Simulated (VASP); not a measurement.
Calculation: PBE GGA with D3 dispersion (zero damping), VASP's PBE PAW potentials (set 64) (plane waves; VASP).

VASP ran on this input.

**POSCAR**
```
La2O3
1
    1.9196670153    -3.3249607165     0.0000000000
    1.9196670153     3.3249607165     0.0000000000
    0.0000000000     0.0000000000     5.9804050680
La O
2 3
Direct
  0.3333330000   0.6666670000   0.2458258410
  0.6666670000   0.3333330000   0.7541741590
  0.0000000000   0.0000000000   0.0000000000
  0.3333330000   0.6666670000   0.6462239962
  0.6666670000   0.3333330000   0.3537760038
```

### KPOINTS
```
Automatic mesh
0
Gamma
7 7 4
0 0 0
```

**INCAR**
```
! general
SYSTEM   =  La2O3
PREC     =  Accurate
ENCUT    =  520   ! plane-wave cut-off (eV)
LREAL    =  .FALSE.   ! projection in real space or not
LASPH    =  .TRUE.   ! aspherical one-centre terms

! electronic loop
EDIFF    =  1E-7   ! SCF stop (eV)
NELM     =  100   ! most electronic steps
ALGO     =  Normal
LMAXMIX  =  6

! smearing
ISMEAR   =  0   ! Gaussian
SIGMA    =  0.05   ! width (eV)

! functional
GGA      =  PE   ! PBE
IVDW     =  11

! ions
IBRION   =  2
NSW      =  30
ISIF     =  4   ! ions and shape, fixed volume
EDIFFG   =  -0.01

! output
LWAVE    =  .FALSE.
LCHARG   =  .FALSE.
```

POTCAR, in this order: La O (PBE.64 set). Program: vasp_std.

Output of the run:

### OSZICAR
```
...
DAV:   2    -0.416086108433E+02   -0.81385E-02   -0.24888E-01  2256   0.395E+00    0.535E-01
DAV:   3    -0.416041699181E+02    0.44409E-02   -0.22453E-02  2624   0.166E+00    0.264E-01
DAV:   4    -0.416032977825E+02    0.87214E-03   -0.54133E-03  2640   0.797E-01    0.113E-01
DAV:   5    -0.416032682935E+02    0.29489E-04   -0.26396E-03  2536   0.363E-01    0.534E-02
DAV:   6    -0.416032471227E+02    0.21171E-04   -0.41402E-04  2272   0.172E-01    0.251E-02
DAV:   7    -0.416032596553E+02   -0.12533E-04   -0.82602E-05  2384   0.769E-02    0.125E-02
DAV:   8    -0.416032584302E+02    0.12251E-05   -0.12026E-05  2400   0.310E-02    0.474E-03
DAV:   9    -0.416032584636E+02   -0.33474E-07   -0.58791E-06  2136   0.177E-02    0.315E-03
DAV:  10    -0.416032584007E+02    0.62907E-07   -0.79949E-07  2064   0.855E-03
   2 F= -.42628315E+02 E0= -.42628315E+02  d E =-.177186E-01
       N       E                     dE             d eps       ncg     rms          rms(c)
DAV:   1    -0.416033647556E+02   -0.10629E-03   -0.19923E-02  2256   0.172E+00    0.584E-02
DAV:   2    -0.416033989988E+02   -0.34243E-04   -0.11464E-03  2240   0.264E-01    0.359E-02
DAV:   3    -0.416033788716E+02    0.20127E-04   -0.10201E-04  2600   0.111E-01    0.178E-02
DAV:   4    -0.416033747095E+02    0.41621E-05   -0.24036E-05  2640   0.530E-02    0.753E-03
DAV:   5    -0.416033746482E+02    0.61337E-07   -0.11688E-05  2528   0.244E-02    0.365E-03
DAV:   6    -0.416033745955E+02    0.52668E-07   -0.18504E-06  2224   0.120E-02    0.169E-03
DAV:   7    -0.416033747116E+02   -0.11613E-06   -0.28472E-07  1456   0.510E-03    0.666E-04
DAV:   8    -0.416033747063E+02    0.53224E-08   -0.68476E-08  1112   0.610E-03
   3 F= -.42628387E+02 E0= -.42628387E+02  d E =-.177902E-01
       N       E                     dE             d eps       ncg     rms          rms(c)
DAV:   1    -0.416119212171E+02   -0.85465E-02   -0.96394E-01  2048   0.159E+01    0.543E-01
DAV:   2    -0.416100359153E+02    0.18853E-02   -0.52003E-02  2344   0.243E+00    0.319E-01
DAV:   3    -0.416073351454E+02    0.27008E-02   -0.92350E-03  2624   0.119E+00    0.617E-02
DAV:   4    -0.416073447503E+02   -0.96049E-05   -0.51336E-04  2128   0.195E-01    0.393E-02
DAV:   5    -0.416073486307E+02   -0.38804E-05   -0.42089E-05  2616   0.669E-02    0.163E-02
DAV:   6    -0.416073508924E+02   -0.22617E-05   -0.10162E-05  2360   0.266E-02    0.393E-03
DAV:   7    -0.416073508510E+02    0.41397E-07   -0.16864E-06  2344   0.119E-02    0.224E-03
DAV:   8    -0.416073509746E+02   -0.12360E-06   -0.88798E-07  1744   0.717E-03    0.138E-03
DAV:   9    -0.416073509492E+02    0.25409E-07   -0.44865E-07  1312   0.708E-03
   4 F= -.42632347E+02 E0= -.42632347E+02  d E =-.396034E-02
       N       E                     dE             d eps       ncg     rms          rms(c)
DAV:   1    -0.416132497710E+02   -0.58988E-02   -0.94365E-01  2064   0.158E+01    0.539E-01
DAV:   2    -0.416112211444E+02    0.20286E-02   -0.49228E-02  2360   0.233E+00    0.315E-01
DAV:   3    -0.416085718521E+02    0.26493E-02   -0.89782E-03  2616   0.117E+00    0.609E-02
DAV:   4    -0.416085813350E+02   -0.94828E-05   -0.51012E-04  2152   0.194E-01    0.389E-02
DAV:   5    -0.416085850018E+02   -0.36668E-05   -0.40497E-05  2632   0.652E-02    0.165E-02
DAV:   6    -0.416085872164E+02   -0.22146E-05   -0.10729E-05  2352   0.276E-02    0.403E-03
DAV:   7    -0.416085871558E+02    0.60631E-07   -0.18715E-06  2352   0.127E-02    0.226E-03
DAV:   8    -0.416085872888E+02   -0.13304E-06   -0.11211E-06  1864   0.776E-03    0.158E-03
DAV:   9    -0.416085872445E+02    0.44332E-07   -0.51159E-07  1368   0.700E-03
   5 F= -.42633641E+02 E0= -.42633641E+02  d E =-.525391E-02
       N       E                     dE             d eps       ncg     rms          rms(c)
DAV:   1    -0.416062852483E+02    0.23020E-02   -0.70869E-01  1792   0.697E+00    0.154E-01
DAV:   2    -0.416103241753E+02   -0.40389E-02   -0.42857E-02  2184   0.242E+00    0.104E-01
DAV:   3    -0.416101642003E+02    0.15997E-03   -0.99997E-04  2288   0.333E-01    0.729E-02
DAV:   4    -0.416100312813E+02    0.13292E-03   -0.11887E-03  2480   0.296E-01    0.283E-02
DAV:   5    -0.416100337718E+02   -0.24905E-05   -0.17445E-04  2024   0.109E-01    0.254E-02
DAV:   6    -0.416100271857E+02    0.65861E-05   -0.70998E-05  2320   0.645E-02    0.821E-03
DAV:   7    -0.416100278948E+02   -0.70914E-06   -0.16626E-05  2368   0.312E-02    0.737E-03
DAV:   8    -0.416100275060E+02    0.38877E-06   -0.25072E-06  2128   0.118E-02    0.434E-03
DAV:   9    -0.416100275436E+02   -0.37552E-07   -0.51717E-06  2032   0.156E-02    0.333E-03
DAV:  10    -0.416100274079E+02    0.13568E-06   -0.86384E-07  1976   0.816E-03    0.615E-04
DAV:  11    -0.416100274035E+02    0.44615E-08   -0.78456E-08  1080   0.335E-03
   6 F= -.42634903E+02 E0= -.42634903E+02  d E =-.126265E-02
       N       E                     dE             d eps       ncg     rms          rms(c)
DAV:   1    -0.416079431183E+02    0.20843E-02   -0.47379E-01  1792   0.570E+00    0.126E-01
DAV:   2    -0.416106423292E+02   -0.26992E-02   -0.28652E-02  2184   0.197E+00    0.846E-02
DAV:   3    -0.416105345986E+02    0.10773E-03   -0.67046E-04  2320   0.272E-01    0.595E-02
DAV:   4    -0.416104449284E+02    0.89670E-04   -0.79370E-04  2488   0.242E-01    0.233E-02
DAV:   5    -0.416104464875E+02   -0.15591E-05   -0.11611E-04  2024   0.893E-02    0.209E-02
DAV:   6    -0.416104420335E+02    0.44540E-05   -0.48428E-05  2336   0.529E-02    0.669E-03
DAV:   7    -0.416104425681E+02   -0.53467E-06   -0.10975E-05  2352   0.253E-02    0.604E-03
DAV:   8    -0.416104423261E+02    0.24201E-06   -0.16890E-06  2200   0.981E-03    0.357E-03
DAV:   9    -0.416104423496E+02   -0.23456E-07   -0.35093E-06  2040   0.127E-02    0.273E-03
DAV:  10    -0.416104422554E+02    0.94212E-07   -0.57346E-07  1832   0.667E-03
   7 F= -.42635173E+02 E0= -.42635173E+02  d E =-.153266E-02
       N       E                     dE             d eps       ncg     rms          rms(c)
DAV:   1    -0.416104096326E+02    0.32717E-04   -0.42086E-03  1824   0.538E-01    0.120E-02
DAV:   2    -0.416104336745E+02   -0.24042E-04   -0.25409E-04  2184   0.185E-01    0.794E-03
DAV:   3    -0.416104327205E+02    0.95400E-06   -0.59712E-06  2320   0.258E-02    0.556E-03
DAV:   4    -0.416104319521E+02    0.76838E-06   -0.72691E-06  2488   0.230E-02    0.228E-03
DAV:   5    -0.416104319624E+02   -0.10360E-07   -0.10336E-06  1992   0.841E-03    0.212E-03
DAV:   6    -0.416104319026E+02    0.59862E-07   -0.33390E-07  1328   0.508E-03
   8 F= -.42635177E+02 E0= -.42635177E+02  d E =-.153597E-02
       N       E                     dE             d eps       ncg     rms          rms(c)
DAV:   1    -0.416103728906E+02    0.59072E-04   -0.12558E-02  1832   0.869E-01    0.190E-02
DAV:   2    -0.416104285006E+02   -0.55610E-04   -0.62307E-04  2208   0.232E-01    0.164E-02
DAV:   3    -0.416104278863E+02    0.61436E-06   -0.28211E-05  2432   0.589E-02    0.111E-02
DAV:   4    -0.416104274800E+02    0.40631E-06   -0.98353E-06  2328   0.259E-02    0.483E-03
DAV:   5    -0.416104277222E+02   -0.24221E-06   -0.27174E-06  2464   0.143E-02    0.227E-03
DAV:   6    -0.416104277609E+02   -0.38688E-07   -0.53281E-07  1752   0.733E-03
   9 F= -.42635189E+02 E0= -.42635189E+02  d E =-.118646E-04
       N       E                     dE             d eps       ncg     rms          rms(c)
DAV:   1    -0.416104315708E+02   -0.38486E-05   -0.14831E-03  1816   0.299E-01    0.624E-03
DAV:   2    -0.416104382268E+02   -0.66560E-05   -0.74921E-05  2232   0.843E-02    0.571E-03
DAV:   3    -0.416104380906E+02    0.13618E-06   -0.31925E-06  2456   0.193E-02    0.389E-03
DAV:   4    -0.416104379308E+02    0.15978E-06   -0.98710E-07  2016   0.844E-03    0.169E-03
DAV:   5    -0.416104378954E+02    0.35491E-07   -0.17243E-07  1168   0.618E-03
  10 F= -.42635193E+02 E0= -.42635193E+02  d E =-.164847E-04
```

**OUTCAR**
```
------------------------ aborting loop because EDIFF is reached ----------------------------------------
 Edisp (eV)   -1.02476
  FORCE on cell =-STRESS in cart. coord.  units (eV):
  Direction    XX          YY          ZZ          XY          YZ          ZX
  --------------------------------------------------------------------------------------
  Total       3.75451     3.75451     3.76093     0.00000     0.00000     0.00000
  in kB      78.79354    78.79354    78.92837     0.00000     0.00000     0.00000
  external pressure =       78.84 kB  Pullay stress =        0.00 kB
  volume of cell :       76.34
      direct lattice vectors                 reciprocal lattice vectors
     1.940695037 -3.361382256  0.000000000     0.257639655 -0.148748331 -0.000000000
     1.940695037  3.361382256 -0.000000000     0.257639655  0.148748331  0.000000000
     0.000000000 -0.000000000  5.851508279     0.000000000  0.000000000  0.170896110
 POSITION                                       TOTAL-FORCE (eV/Angst)
 -----------------------------------------------------------------------------------
      1.94070      1.12046      1.41033         0.000000     -0.000000     -0.000825
      1.94070     -1.12046      4.44118        -0.000000      0.000000      0.000825
      0.00000     -0.00000      0.00000        -0.000000      0.000000      0.000000
      1.94070      1.12046      3.79910         0.000000     -0.000000     -0.000164
      1.94070     -1.12046      2.05241         0.000000      0.000000      0.000164
 -----------------------------------------------------------------------------------
    total drift:                                0.000000      0.000000      0.000000
  FREE ENERGIE OF THE ION-ELECTRON SYSTEM (eV)
  ---------------------------------------------------
  free  energy   TOTEN  =       -42.6351931770 eV

  energy  without entropy=      -42.6351931770  energy(sigma->0) =      -42.63519318

 reached required accuracy - stopping structural energy minimisation
```
(Selected blocks of OUTCAR.)

**CONTCAR**
```
La2O3
   1.00000000000000
     1.9406950368075075   -3.3613822556545081    0.0000000000000000
     1.9406950368075075    3.3613822556545081   -0.0000000000000000
     0.0000000000000000   -0.0000000000000000    5.8515082785876000
  La              O
     2     3
Direct
     0.3333330000000032    0.6666669999999968    0.2410190982923378
     0.6666669999999968    0.3333330000000032    0.7589809017076622
     0.0000000000000000    0.0000000000000000    0.0000000000000000
     0.3333330000000032    0.6666669999999968    0.6492510371816571
     0.6666669999999968    0.3333330000000032    0.3507489628183428
```

The compound is La2O3 in the a-type structure. This cell is one point of a volume scan, at 0.94 of the reference volume. Symmetry was kept, so distortions that lower it aren't found.
